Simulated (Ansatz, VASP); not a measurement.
# TiO2 (Anatase): VASP beside Ansatz

Aim: how closely do two programs agree when they are given the same cell, functional and k mesh? The structure shown is the start of the Ansatz relaxation below; VASP solves that cell, so the two are compared at the walk's first step.

Method: plane waves, with VASP 6.6.1 beside it; LDA, in Ansatz 0.2.0.

## (1) Set-up

It takes space group I4_1/amd (No. 141, tetragonal). Conventional cell: a = 3.771 Å, b = 3.771 Å, c = 9.080 Å, α = 90.00°, β = 90.00°, γ = 90.00°. Nearest to O lie 3 Ti at 1.92 to 1.93 Å. Nearest to Ti lie 6 O at 1.92 to 1.93 Å. Farther neighbours and most contacts between anions are not listed.

Structure file:

```cif
data_structure
_symmetry_space_group_name_H-M 'P 1'
_symmetry_Int_Tables_number 1
_cell_length_a 5.2653
_cell_length_b 5.2653
_cell_length_c 5.2653
_cell_angle_alpha 138.029
_cell_angle_beta 138.029
_cell_angle_gamma 60.858
_cell_volume 64.57
loop_
_atom_site_label
_atom_site_type_symbol
_atom_site_fract_x
_atom_site_fract_y
_atom_site_fract_z
_atom_site_occupancy
O1 O 0.21207 0.21207 0.00000 1
O2 O 0.96207 0.46207 0.50000 1
O3 O 0.53793 0.03793 0.50000 1
O4 O 0.78793 0.78793 0.00000 1
Ti5 Ti 0.00000 0.00000 0.00000 1
Ti6 Ti 0.75000 0.25000 0.50000 1
```

## (2) Ansatz: relaxation, LDA

Ansatz runs on its PAW soft_1 files.

The two programs are compared at the cell with which this relaxation starts, whose forces are those of its first step.

Contents of input.yaml:

```yaml
crystal:
  lattice:
    - [-1.8856814405, 1.8856814405, 4.5400767153]
    - [1.8856814405, -1.8856814405, 4.5400767153]
    - [1.8856814405, 1.8856814405, -4.5400767153]
  atoms:
    - { symbol: O, position: [0.2120707169, 0.2120707169, 0.0] }
    - { symbol: O, position: [0.9620707169, 0.4620707169, 0.5] }
    - { symbol: O, position: [0.5379292831, 0.0379292831, 0.5] }
    - { symbol: O, position: [0.7879292831, 0.7879292831, 0.0] }
    - { symbol: Ti, position: [0.0, 0.0, 0.0] }
    - { symbol: Ti, position: [0.75, 0.25, 0.5] }
  conventional_axes: [[0, 1, 1], [1, 0, 1], [1, 1, 0]]
kpoints:
  mp_grid: { grid: [12, 12, 12] }
hamiltonian:
  xc: lda
  pseudopotentials: { kind: paw, azcp: { folder: soft_1 }, xc_functional: pbe }
scf:
  occupations: { method: fixed }
output:
  forces: true
  stress: true
  eigenvalues: true
relax:
  adjacent_minimum: "off"
  f_tol: 0.001
  max_steps: 60
  cell: { stress_tol: 0.01, fix: [c, angles] }
```

Launch:

```
ansatz run input.yaml --threads 8 --pin off --max-ram 20480MiB --backend cpu --events-out ev --progress --plain --runs-dir out
```

Numbers of over 12 decimals in the logs are rounded to 6 here.

What it wrote:

```text
Engine: ansatz 0.2.0, aarch64-unknown-linux-gnu
Pseudopotentials: kind: paw
Pseudopotential: O, paw, valence charge 6, recommended cutoff 420 eV (normal), soft_1/O.paw.azcp
Pseudopotential: Ti, paw, valence charge 12, recommended cutoff 420 eV (normal), soft_1/Ti.paw.azcp
Functional definition: SPW92
  exchange = slater_x
  correlation = pw_c
Crystal: 6 atoms, lattice volume = 64.574 Å³
Basis set: ecut = 420 eV, 1259 PW (Γ)
Bands: 30, of which v1, the nominal top of the filled ones, is band 24 counted from 1 (23 counted from 0)
Symmetry: 16 space group operations
Space group: I41/amd (ITA 141), of the structure as read, at distance tolerance 4.0e-5 Å
k-points: 163 of 1728
Non-local potential: O, projectors of the file, l = 0: 2, l = 1: 2, l = 2: 1
Non-local potential: Ti, projectors of the file, l = 0: 3, l = 1: 2, l = 2: 3, l = 3: 1
PAW form: soft (Blöchl's): semilocal exchange-correlation on the pseudo side does not see the compensation charge
PAW frozen core: O, regenerated for the run's functional, and the local potential with it (the file was generated under x = pbe(κ = 0.804, μ = 0.219515), c = pbe(β = 0.066725))
PAW frozen core: Ti, regenerated for the run's functional, and the local potential with it (the file was generated under x = pbe(κ = 0.804, μ = 0.219515), c = pbe(β = 0.066725))
PAW one-centre angular grid: O, 110 points (default); XC on 64 Gauss nodes
PAW one-centre angular grid: Ti, 590 points (default); XC on 64 Gauss nodes
Initial density: superposition of atomic densities (chi_scale 0.1, normalization cell, long waves kept (reshape's long-wave potential 0.00 eV rms))
Initial wavefunctions: pseudopotential atomic-orbital guess
Functional: x = slater, c = lda
SCF iter   1: F=—  HF=-7131.063052 eV  |F-HF|=—  |Δ(HF+E_count)|=         —  Δρ=5.74e-2  dr2=2.32e0  ethr=3.10e-3  ⟨swp⟩=4.1  Hψ=16468  notcnv=0  defer=300
preconditioner: auto → none  [insulator: Δε(μ)=2.070 eV  Ē_g=9.913 eV  n_scr=14 (ndim 8)  ℏωp=26.1 eV  f_vac=0.000  ε∞_Penn≈8.0]
SCF iter   2: F=—  HF=-7130.513760 eV  |F-HF|=—  |Δ(HF+E_count)|=   5.49e-1  Δρ=3.83e-2  dr2=6.09e-1  ethr=3.10e-3  ⟨swp⟩=2.0  Hψ=9380  notcnv=0  defer=303
SCF iter   3: F=—  HF=-7130.598483 eV  |F-HF|=—  |Δ(HF+E_count)|=   8.47e-2  Δρ=3.59e-2  dr2=8.89e-1  ethr=1.27e-3  ⟨swp⟩=2.7  Hψ=8374  notcnv=0  defer=497
SCF iter   4: F=—  HF=-7130.436581 eV  |F-HF|=—  |Δ(HF+E_count)|=   1.62e-1  Δρ=7.19e-3  dr2=1.38e-2  ethr=1.27e-3  ⟨swp⟩=2.7  Hψ=9091  notcnv=0  defer=287
SCF iter   5: F=—  HF=-7130.440219 eV  |F-HF|=—  |Δ(HF+E_count)|=   3.64e-3  Δρ=1.31e-3  dr2=9.44e-4  ethr=2.87e-5  ⟨swp⟩=2.7  Hψ=8564  notcnv=0  defer=635
SCF iter   6: F=—  HF=-7130.440140 eV  |F-HF|=—  |Δ(HF+E_count)|=   7.87e-5  Δρ=8.41e-4  dr2=5.12e-4  ethr=1.97e-6  ⟨swp⟩=2.0  Hψ=8904  notcnv=0  defer=650
SCF iter   7: F=—  HF=-7130.440046 eV  |F-HF|=—  |Δ(HF+E_count)|=   9.42e-5  Δρ=3.45e-4  dr2=8.77e-5  ethr=1.07e-6  ⟨swp⟩=2.0  Hψ=6688  notcnv=0  defer=651
SCF iter   8: F=—  HF=-7130.440030 eV  |F-HF|=—  |Δ(HF+E_count)|=   1.55e-5  Δρ=7.34e-5  dr2=4.00e-6  ethr=1.83e-7  ⟨swp⟩=2.2  Hψ=6347  notcnv=0  defer=277
SCF iter   9: F=-7130.440030 eV  HF=-7130.440030 eV  |F-HF|=3.10e-8  |Δ(HF+E_count)|=   8.14e-7  Δρ=6.63e-6  dr2=3.43e-8  ethr=2.08e-10  ⟨swp⟩=8.7  Hψ=25267  notcnv=0
SCF 1 converged in 9 iterations: F = -7130.440030 eV  dr2 = 3.43e-8
  greatest PAW one-centre occupation: 0.998 electrons in one spin orbital (limit 2), on the Ti atom at site 5 (counted from 0), in its partial waves of l = 0
relax step   1: F+E_penalty+E_count = -7130.44002957 eV  Δ(F+E_penalty+E_count) = +0.000e0 eV  max|allowed force component| = 2.401e-1 eV/Å  Δτ_max = 0.0000 Å  P = +3.957 GPa  Ω = 64.574 Å³  fix = [c, alpha, beta, gamma]  reactions: c +8.795 GPa  (9 SCF iters, dr2 threshold 1.00e-7 eV, accepted)
[...]
relax step   5: F+E_penalty+E_count = -7130.44801578 eV  Δ(F+E_penalty+E_count) = -1.255e-3 eV  max|allowed force component| = 2.209e-4 eV/Å  Δτ_max = 0.0000 Å  P = +1.665 GPa  Ω = 64.909 Å³  fix = [c, alpha, beta, gamma]  reactions: c +4.905 GPa  stress off target by 4.41e-2 GPa on what of the cell is left free  SCF on the basis re-selected at this cell (its energy is not comparable with the rows above)  (6 SCF iters)
[...]
relax step   6: F+E_penalty+E_count = -7130.44798094 eV  Δ(F+E_penalty+E_count) = +3.484e-5 eV  max|allowed force component| = 7.690e-5 eV/Å  Δτ_max = 0.0000 Å  P = +1.627 GPa  Ω = 64.919 Å³  energy of the carried Pulay correction = -3.620e-5 eV  fix = [c, alpha, beta, gamma]  reactions: c +4.881 GPa  (4 SCF iters, dr2 threshold 4.86e-9 eV, accepted)
[...]
relax step   7: F+E_penalty+E_count = -7130.44801412 eV  Δ(F+E_penalty+E_count) = -3.318e-5 eV  max|allowed force component| = 8.383e-5 eV/Å  Δτ_max = 0.0000 Å  P = +1.627 GPa  Ω = 64.919 Å³  fix = [c, alpha, beta, gamma]  reactions: c +4.881 GPa  stress off target by 2.48e-4 GPa on what of the cell is left free  SCF on the basis re-selected at this cell (its energy is not comparable with the rows above)  (6 SCF iters)
basis re-selected at this cell: Δ(F+E_penalty+E_count) = -3.318e-5 eV, ΔP = +0.000 GPa vs the last step (what re-selecting the basis moved, of the pressure what is left beyond the Pulay correction that the steps carried, after the strain that the cell walked since its last selection, with what the two solves' SCF thresholds leave and, on support functions, any second-order correction that the steps lacked; it is no m [...]
SCF converged after 6 iterations
Free energy (F): -7130.448014 eV
Harris-Foulkes:  -7130.448014 eV  (|F-HF|=9.09e-13)
Internal energy: -7130.448014 eV  (E = F + TS)
E sigma→0 (E₀):  -7130.448014 eV
Fermi energy:    7.567490 eV
--- Per-component energies (eV) ---
  E_band       = -440.131892
  E_kinetic    = 1231.694632
  E_local      = -3586.260778  (includes V_loc(G=0)·N_el)
  E_nonlocal   = 340.791509
  E_hartree    = 1374.530478
  E_xc         = -513.846004
  E_vxc        = -654.760214  (∫ρ·V_xc dr)
  E_paw        = -2590.583050  (= ΣΔE_a)
  E_vpaw       = -520.661090  (= ΣTr[D̂ρ^β])
  E_aug_tail   = 0.003089  (compensation charges beyond the density's cutoff)
  E_ewald      = -3387.817478
  E_core_change = 1.039587  (= ΣΔE_core)
  E_smearing   = -0.000000  (= −TS)
  E_closure    = -0.000000  (closes the sum)
  Σ components = -7130.448014   (vs F -7130.448014, Δ=0.00e0)
--- Forces (eV/Å), atoms counted from 1 ---
  atom   1  O      0.00000000     0.00000000     0.00008383
  atom   2  O     -0.00000000     0.00000000     0.00008383
  atom   3  O      0.00000000     0.00000000    -0.00008383
  atom   4  O     -0.00000000     0.00000000    -0.00008383
  atom   5  Ti     0.00000000     0.00000000     0.00000000
  atom   6  Ti     0.00000000    -0.00000000     0.00000000
  max |Σ_I F_I| component: 3.47e-18 eV/Å
--- Stress (GPa, compression-positive) ---
        0.000248       0.000000       0.000000
        0.000000       0.000248       0.000000
       -0.000000      -0.000000       4.880823
  P = ⅓ Tr σ = 1.6271 GPa (16.271 kbar)
--- Band table (eV; the first three rows and the last of 163) ---
  k-point 0: bands = [... 20 lower, 6.8750, 6.8750, 6.9444, 6.9444, 9.4768, 10.4475, 11.3396, 11.3396, ... 2 higher]
  k-point 1: bands = [... 20 lower, 6.6858, 6.6989, 6.8117, 7.0804, 9.8282, 10.4966, 11.0692, 11.2646, ... 2 higher]
  k-point 2: bands = [... 20 lower, 6.1994, 6.4273, 6.8845, 7.1488, 10.5159, 10.5767, 10.7379, 11.1496, ... 2 higher]
  k-point 162: bands = [... 20 lower, 6.2051, 6.2051, 7.3214, 7.3214, 9.9413, 9.9413, 11.3847, 11.3847, ... 2 higher]
--- Relaxed structure (5 steps of the walk, 5 accepted, 2 SCFs on fresh bases) ---
  F+E_penalty+E_count = -7130.44801412 eV   max|allowed force component| = 8.383e-5 eV/Å   (the final SCF, on the basis selected at the relaxed cell)
  cell:  # Å, volume = 64.9186 Å³
    - [-1.890701, 1.890701, 4.5400767153]
    - [1.890701, -1.890701, 4.5400767153]
    - [1.890701, 1.890701, -4.5400767153]
  atoms:
    - { symbol: O, position: [0.213544, 0.213544, 0] }
    - { symbol: O, position: [0.963544, 0.463544, 0.500000] }
    - { symbol: O, position: [0.536456, 0.036456, 0.500000] }
    - { symbol: O, position: [0.786456, 0.786456, 0.0] }
    - { symbol: Ti, position: [0, 0, 0] }
    - { symbol: Ti, position: [0.750000, 0.250000, 0.500000] }
```

Reading the cycles: dr2 is the Hartree energy of the density residual (eV), the measure of convergence; HF is the Harris–Foulkes estimate of the energy, which meets the free energy F at convergence.

## (3) VASP: single point, LDA, start cell, pair 1

The same cell, functional (in two slightly different forms) and mesh now go to VASP, with its own data sets.

Lines of VASP's logs that name or quote its potential files are left out, and so is its time.

Contents of INCAR:

```
SYSTEM = TiO2
PREC = Accurate
ENCUT = 520
EDIFF = 1E-06
NELM = 120
ISMEAR = 0
SIGMA = 0.01
LREAL = .FALSE.
ALGO = Normal
GGA = PW92
NBANDS = 30
LASPH = .TRUE.
LORBIT = 11
LWAVE = .FALSE.
LCHARG = .FALSE.
ISIF = 2
GGA_COMPAT = .FALSE.
EFERMI = MIDGAP
KPAR = 2
```

Contents of POSCAR:

```
TiO2
1.0
   -1.8856810000      1.8856810000      4.5400770000
    1.8856810000     -1.8856810000      4.5400770000
    1.8856810000      1.8856810000     -4.5400770000
O Ti
4 2
Direct
    0.2120706322      0.2120706873      0.9999999449
    0.9620706322      0.4620706873      0.4999999449
    0.5379292025      0.0379292576      0.4999999449
    0.7879292025      0.7879292576      0.9999999449
    0.9999999174      0.9999999724      0.9999999449
    0.7499999173      0.2499999724      0.4999999449
```

Contents of KPOINTS:

```
Automatic mesh
0
Gamma
12 12 12
0 0 0
```

The projector-augmented-wave data sets are O and Ti_sv (LDA family, release 64).

Launch:

```
mpirun -np 2 vasp_std
```

What it wrote:

```text
[banner, memory and clock lines left out]
running    2 mpi-ranks, on    1 nodes
 distrk:  each k-point on    1 cores,    2 groups
 distr:  one band on    1 cores,    1 groups

 POSCAR found type information on POSCAR O Ti
 POSCAR found :  2 types and       6 ions
|                                                                             |
|               ----> ADVICE to this user running VASP <----                  |
|                                                                             |
|     You enforced a specific xc type in the INCAR file but a different       |
|     [... a line on the potential file left out ...]
|     I HOPE YOU KNOW WHAT YOU ARE DOING!                                     |
|                                                                             |

 LDA part: xc-table for (Slater(with rela. corr.)+PW92), standard interpolation
 POSCAR, INCAR and KPOINTS ok, starting setup
 FFT: planning ... GRIDC
 FFT: planning ... GRID_SOFT
 FFT: planning ... GRID
 WAVECAR not read
 entering main loop
       N       E                     dE             d eps       ncg     rms          rms(c)
DAV:   1     0.666532598266E+03    0.66653E+03   -0.24841E+04  9780   0.187E+03
DAV:   2     0.305340947839E+02   -0.63600E+03   -0.60486E+03 10690   0.551E+02
DAV:   3    -0.702462143722E+02   -0.10078E+03   -0.98909E+02 14506   0.203E+02
DAV:   4    -0.748803794870E+02   -0.46342E+01   -0.46294E+01 13680   0.434E+01
DAV:   5    -0.750637140120E+02   -0.18333E+00   -0.18331E+00 13086   0.704E+00    0.334E+01
DAV:   6    -0.593411630974E+02    0.15723E+02   -0.97460E+01 12360   0.982E+01    0.117E+01
DAV:   7    -0.589927268253E+02    0.34844E+00   -0.14237E+01 12258   0.320E+01    0.917E+00
DAV:   8    -0.588981670232E+02    0.94560E-01   -0.26138E+00 11688   0.170E+01    0.319E+00
DAV:   9    -0.587976680367E+02    0.10050E+00   -0.68458E-01 11972   0.807E+00    0.101E+00
DAV:  10    -0.588027102117E+02   -0.50422E-02   -0.91190E-02 11606   0.255E+00    0.420E-01
DAV:  11    -0.587994783446E+02    0.32319E-02   -0.19072E-02 10824   0.888E-01    0.720E-02
DAV:  12    -0.587995593534E+02   -0.81009E-04   -0.14561E-03 11862   0.428E-01    0.116E-01
DAV:  13    -0.587994567653E+02    0.10259E-03   -0.41046E-04 11788   0.224E-01    0.209E-02
DAV:  14    -0.587994576780E+02   -0.91270E-06   -0.34526E-05 13506   0.501E-02    0.933E-03
DAV:  15    -0.587994574754E+02    0.20263E-06   -0.69687E-06 11562   0.296E-02
   1 F= -.58799457E+02 E0= -.58799457E+02  d E =0.000000E+00
```

OUTCAR, selected parts (step 3):

```text
ion  position               nearest neighbor table
   1  0.212  0.212  1.000-   6 1.92   6 1.92   5 1.93
   2  0.962  0.462  0.500-   5 1.92   5 1.92   6 1.93
   3  0.538  0.038  0.500-   5 1.92   5 1.92   6 1.93
   4  0.788  0.788  1.000-   6 1.92   6 1.92   5 1.93
   5  1.000  1.000  1.000-   2 1.92   3 1.92   2 1.92   3 1.92   4 1.93   1 1.93
   6  0.750  0.250  0.500-   1 1.92   1 1.92   4 1.92   4 1.92   3 1.93   2 1.93

  LATTYP: Found a body centered tetragonal cell.
 ALAT       =     3.7713620000
 C/A-ratio  =     2.4076590897

 Subroutine GETGRP returns: Found 16 space group operations
 (whereof  8 operations were pure point group operations)

The static configuration has the point symmetry D_2d.
 The point group associated with its full space group is D_4h.

 Found    163 irreducible k-points:

   k-points           NKPTS =    163   k-points in BZ     NKDIM =    163   number of bands    NBANDS=     30

   dimension x,y,z NGX =    40 NGY =   40 NGZ =   40
   dimension x,y,z NGXF=    80 NGYF=   80 NGZF=   80

   ENCUT  =  520.0 eV  38.22 Ry    6.18 a.u.   9.79  9.79  9.79*2*pi/ulx,y,z

   NELECT =      48.0000    total number of electrons

 k-points in reciprocal lattice and weights: Automatic mesh
   0.00000000  0.00000000  0.00000000       0.001
   0.08333333 -0.00000000  0.00000000       0.005
   0.16666667  0.00000000  0.00000000       0.005
   0.25000000 -0.00000000  0.00000000       0.005
   0.33333333  0.00000000 -0.00000000       0.005
   0.41666667  0.00000000  0.00000000       0.005
   0.50000000 -0.00000000  0.00000000       0.002
   0.08333333  0.08333333  0.00000000       0.005
   0.16666667  0.08333333  0.00000000       0.009
[...]
-0.41666667 -0.41666667  0.41666667       0.001
   0.50000000  0.50000000  0.50000000       0.001

 average (electrostatic) potential at core
       1 -71.0557       2 -71.0557       3 -71.0557       4 -71.0557       5 -76.6040
       6 -76.6040

 E-fermi :   4.5786

 k-point     1 :       0.0000    0.0000    0.0000
  band No.  band energies     occupation
    ...
     20       2.9149      2.00000
     21       2.9374      2.00000
     22       2.9374      2.00000
     23       3.0050      2.00000
     24       3.0050      2.00000
     25       5.5453      0.00000
     26       6.5217      0.00000
     27       7.5016      0.00000
     28       7.5016      0.00000
     29       7.6243      0.00000
    ...

 k-point     2 :       0.0833   -0.0000    0.0000
  band No.  band energies     occupation
    ...
     20       2.7249      2.00000
     21       2.8026      2.00000
     22       2.8782      2.00000
     23       2.9630      2.00000
     24       3.0559      2.00000
     25       5.7399      0.00000
     26       6.5465      0.00000
     27       7.3192      0.00000
     28       7.4896      0.00000
     29       7.5208      0.00000
    ...

 k-point     3 :       0.1667    0.0000    0.0000
  band No.  band energies     occupation
    ...
     20       2.3010      2.00000
     21       2.4484      2.00000
     22       2.7959      2.00000
     23       2.9153      2.00000
     24       3.0661      2.00000
     25       6.1801      0.00000
     26       6.6256      0.00000
     27       7.0594      0.00000
     28       7.3969      0.00000
     29       7.4603      0.00000
    ...

  Total        1.0043978      1.0043978      4.0085466      0.0000000      0.0000000      0.0000000
  in kB       24.9204960     24.9204960     99.4575741      0.0000000      0.0000000      0.0000000
  external PRESSURE =      49.7661887 kB  Pullay stress =       0.0000000 kB

  energy-cutoff  :      520.00
  volume of cell :       64.57
      direct lattice vectors                 reciprocal lattice vectors
    -1.885681000  1.885681000  4.540077000     0.000000000  0.265156196  0.110130291
     1.885681000 -1.885681000  4.540077000     0.265156196  0.000000000  0.110130291
     1.885681000  1.885681000 -4.540077000     0.265156196  0.265156196  0.000000000

 POSITION                                       TOTAL-FORCE (eV/Angst)
 -----------------------------------------------------------------------------------
      1.88568      1.88568     -2.61444         0.000000     -0.000000      0.280684
     -0.00000      1.88568      4.19567        -0.000000      0.000000      0.280684
     -0.00000      1.88568      0.34440        -0.000000      0.000000     -0.280684
      1.88568      1.88568      2.61444         0.000000     -0.000000     -0.280684
      1.88568      1.88568      4.54008         0.000000      0.000000     -0.000000
     -0.00000      1.88568      2.27004         0.000000      0.000000     -0.000000
 -----------------------------------------------------------------------------------
    total drift:                               -0.000029      0.000686      0.001022

  FREE ENERGIE OF THE ION-ELECTRON SYSTEM (eV)
  ---------------------------------------------------
  free  energy   TOTEN  =       -58.7994574754 eV

  energy  without entropy=      -58.7994574754  energy(sigma->0) =      -58.79945748

 total charge
# of ion       s       p       d       tot
------------------------------------------
    1        1.564   3.505   0.000   5.069
    2        1.564   3.505   0.000   5.069
    3        1.564   3.505   0.000   5.069
    4        1.564   3.505   0.000   5.069
    5        2.242   6.345   1.842  10.429
    6        2.242   6.345   1.842  10.429
--------------------------------------------------
tot         10.740  26.710   3.685  41.135

[... 3 further parts left out ...]
```

This run has no spin polarisation, so a moment on Ti, if there is one, isn't seen.

## (4) Differences

Known differences besides the potentials themselves: fixed occupations in Ansatz, narrow Gaussian smearing in VASP; the cutoff is 420 eV in Ansatz and 520 eV in VASP; VASP's log shows a relativistic correction to its local exchange, Ansatz's none. Total energies have different zeros and are not compared.

Forces (eV/Å; atoms numbered as in POSCAR):

```tsv
atom	Ansatz x, y, z	VASP x, y, z
O1	0.000, 0.000, 0.240	0.000, 0.000, 0.281
O2	0.000, 0.000, 0.240	0.000, 0.000, 0.281
O3	0.000, 0.000, -0.240	0.000, 0.000, -0.281
O4	0.000, 0.000, -0.240	0.000, 0.000, -0.281
Ti5	0.000, 0.000, 0.000	0.000, 0.000, 0.000
Ti6	0.000, 0.000, 0.000	0.000, 0.000, 0.000
```

The forces differ by 19 meV/Å r.m.s., which is 14.5 % of the r.m.s. force of 0.132 eV/Å (both taken over all components).

[end of part 1 of 2]

[Lines on the potential files, build, host, timing and source positions are cut from VASP's logs without a mark.]

[Logs are printed without paths, hosts, clocks, repeated set-up lines and the standing remarks that a program may print on its own settings, such as how far it seeks lower states.]

[Hosts, paths, dates, database ids (printed as entryN), source tags and the programs' standing remarks are cut or masked in the printed files.]
